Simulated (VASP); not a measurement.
Wanted: the native input for a VASP 6.6.1 run.

```yaml
Task: relaxation of cell and atoms
Functional: optPBE-vdW
Potentials_or_basis: VASP PAW PBE potentials, release 64 (Ba_sv, Mg)
Cutoff: 580 eV
k_mesh: 5 × 5 × 5
Occupations: gaussian, width 0.05 eV
Spin: no spin polarisation
Further_INCAR_settings: ALGO = Fast; EDIFF = 1e-06; IBRION = 2; EDIFFG = -0.01; NSW = 40; ISIF = 3
```

The structure of BaMg7 lies in BaMg7.cif:

```cif
data_BaMg7
_cell_length_a 6.94287464
_cell_length_b 6.94287464
_cell_length_c 5.30463500
_cell_angle_alpha 90.00000000
_cell_angle_beta 90.00000000
_cell_angle_gamma 120.00000000
_space_group_name_H-M_alt 'P-6m2'
_space_group_name_Hall 'P -6 2'
_space_group_IT_number 187
loop_
_space_group_symop_operation_xyz
'x,y,z'
'-x+y,-x,-z'
'-y,x-y,z'
'x,y,-z'
'-x+y,-x,z'
'-y,x-y,-z'
'-y,-x,-z'
'x,x-y,z'
'-x+y,y,-z'
'-y,-x,z'
'x,x-y,-z'
'-x+y,y,z'
loop_
_atom_site_label
_atom_site_type_symbol
_atom_site_symmetry_multiplicity
_atom_site_Wyckoff_symbol
_atom_site_fract_x
_atom_site_fract_y
_atom_site_fract_z
_atom_site_occupancy
Ba1 Ba 1 b 0.0000000000 0.0000000000 0.5000000000 1
Mg1 Mg 1 e 0.6666666667 0.3333333333 0.0000000000 1
Mg2 Mg 3 j 0.6396500000 0.8198250000 0.0000000000 1
Mg3 Mg 3 k 0.4941580000 0.9883160000 0.5000000000 1
```

The structure of BaMg7 lies in POSCAR:

```
Ba Mg
 1.0000000000000000
     6.9428746400000003    0.0000000000000000    0.0000000000000000
    -3.4714373199999988    6.0127058135307401    0.0000000000000000
     0.0000000000000000    0.0000000000000000    5.3046350000000002
 Ba  Mg 
   1   7
Cartesian
  0.0000000000000000  0.0000000000000000  2.6523174999999997
  3.4714373203471438  2.0042352709764897  0.0000000000000000
  1.5950386626070026  4.9293665435778395  0.0000000000000000
  0.0000000000000001  2.1666785399058011  0.0000000000000000
 -1.5950386626069994  4.9293665435778395  0.0000000000000000
  0.0000000000000019  5.9424533588054471  2.6523174999999997
  1.6748782495296806  3.0414791341280161  2.6523175000000001
 -1.6748782495296797  3.0414791341280174  2.6523174999999997
```

The cell comes from a database or a generator and needn't be the stable form of this composition.

One way to write it, as run:

INCAR

```
PREC = Accurate
ENCUT = 580
EDIFF = 1E-6
ISMEAR = 0
SIGMA = 0.05
LREAL = False
LASPH = True
NELM = 60
ALGO = Fast
ISIF = 3
LWAVE = False
LCHARG = False
GGA = OR
LUSE_VDW = True
AGGAC = 0.0
IBRION = 2
NSW = 40
EDIFFG = -0.01
```

KPOINTS

```
Automatic mesh
0
Gamma
  5 5 5
```

Potentials or basis: VASP PAW PBE potentials, release 64 (Ba_sv, Mg).

Run with:

```bash
$ ase convert -i cif -o vasp BaMg7.cif POSCAR
$ cat potpaw_PBE.64/Ba_sv/POTCAR potpaw_PBE.64/Mg/POTCAR > POTCAR
$ mpirun -np 1 vasp_std > vasp.out
```

Results of the run:

- Relaxed volume: 28.03 Å³/atom
- Relaxed cell: a = 6.991 Å, b = 6.991 Å, c = 5.298 Å, α = 90.00°, β = 90.00°, γ = 120.00°
- Space group after relaxing (to 0.05 Å): P-6m2 (No. 187)
- Energy gained by relaxing: 1.0 meV/atom
- Ionic steps: 7
- Pressure after relaxing: 0.0 GPa
- Largest force after relaxing: 0.006 eV/Å
- Band gap on the k mesh: none (metal or under the smearing width)

Caveat: the PAW data sets were made with another functional, which shifts forces and pressure a little.

Wall time 14 min on 1 thread of Intel(R) Xeon(R) 6975P-C (Granite Rapids) (shared host), peak memory 1 GiB.
